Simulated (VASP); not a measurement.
OSZICAR of a VASP run on NiAl (CsCl type):

File OSZICAR:
```
       N       E                     dE             d eps       ncg     rms          rms(c)
DAV:   1     0.329015215652E+02    0.32902E+02   -0.49167E+03  1168   0.111E+03
DAV:   2    -0.109090668494E+02   -0.43811E+02   -0.41217E+02  1122   0.185E+02
DAV:   3    -0.119417317487E+02   -0.10327E+01   -0.10227E+01  1426   0.365E+01
DAV:   4    -0.119571825409E+02   -0.15451E-01   -0.15456E-01  1354   0.401E+00
DAV:   5    -0.119575731031E+02   -0.39056E-03   -0.39055E-03  1308   0.625E-01    0.118E+01
DAV:   6    -0.138059986942E+02   -0.18484E+01   -0.57417E+01  1242   0.129E+02    0.155E+01
DAV:   7    -0.105639259494E+02    0.32421E+01   -0.16275E+01  1222   0.774E+01    0.105E+00
DAV:   8    -0.105577522557E+02    0.61737E-02   -0.39886E-01  1402   0.783E+00    0.991E-01
DAV:   9    -0.105442553348E+02    0.13497E-01   -0.51728E-02  1304   0.369E+00    0.168E-01
DAV:  10    -0.105439495011E+02    0.30583E-03   -0.10268E-03  1260   0.460E-01    0.792E-02
DAV:  11    -0.105439411170E+02    0.83841E-05   -0.45785E-05  1616   0.909E-02    0.232E-02
DAV:  12    -0.105439396885E+02    0.14285E-05   -0.21216E-06   692   0.270E-02    0.290E-03
DAV:  13    -0.105439393012E+02    0.38725E-06   -0.46324E-07   608   0.691E-03
   1 F= -.10543939E+02 E0= -.10543895E+02  d E =-.131544E-03
```

Q: Which electronic solver shows in the log?

A: It is blocked Davidson (ALGO = Normal, or the opening steps of other solvers). The INCAR had ALGO = Normal.

Q: How was spin treated?

A: Without spin polarisation: there is no mag entry.

Q: Can the final energy be trusted as converged?

A: Self-consistency was reached. It stopped with EDIFF = 1E-6, NELM = 100 (PBE GGA, plane waves, VASP's PBE PAW potentials (set 64)).

The compound is NiAl in the CsCl type structure. The cell was not relaxed at this level. The run is not spin-polarised, so no magnetic state was tried. The electron count is odd and the run is not spin-polarised, which forces a metal.
